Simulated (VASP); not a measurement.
Input:

```xyz
2
Lattice="0.0000 3.1600 3.1600 3.1600 0.0000 3.1600 3.1600 3.1600 0.0000" Properties=species:S:1:pos:R:3 pbc="T T T"
Sn     0.0000     0.0000     0.0000
Te     3.1600     3.1600     3.1600
```

Level of theory: rev-vdW-DF2, VASP's PBE PAW potentials (set 64) (plane waves; VASP). Settings: 520 eV cut-off, 7×7×7 Γ-centred mesh, Gaussian smearing of 0.050 eV, potentials Sn_d Te.

Energy and stress use the plane-wave basis of the starting cell.

Q: The ions, cell shape and volume are relaxed. What does this cell relax into?

A: 
```xyz
2
Lattice="0.0000 3.1842 3.1842 3.1842 0.0000 3.1842 3.1842 3.1842 0.0000" Properties=species:S:1:pos:R:3 pbc="T T T"
Sn     0.0000     0.0000     0.0000
Te     3.1842     3.1842     3.1842
```
Space group Fm-3m (225), at a tolerance of 0.03 Å.

Q: How do energy and volume change from the first to the last step?

A: The energy (σ→0) changes by -2.2 meV/atom and the volume by +2.3 %, in 3 ionic steps.

The compound is SnTe in the rock salt structure, which distorts at low temperature. This run relaxes it. Symmetry was kept, so distortions that lower it aren't found.
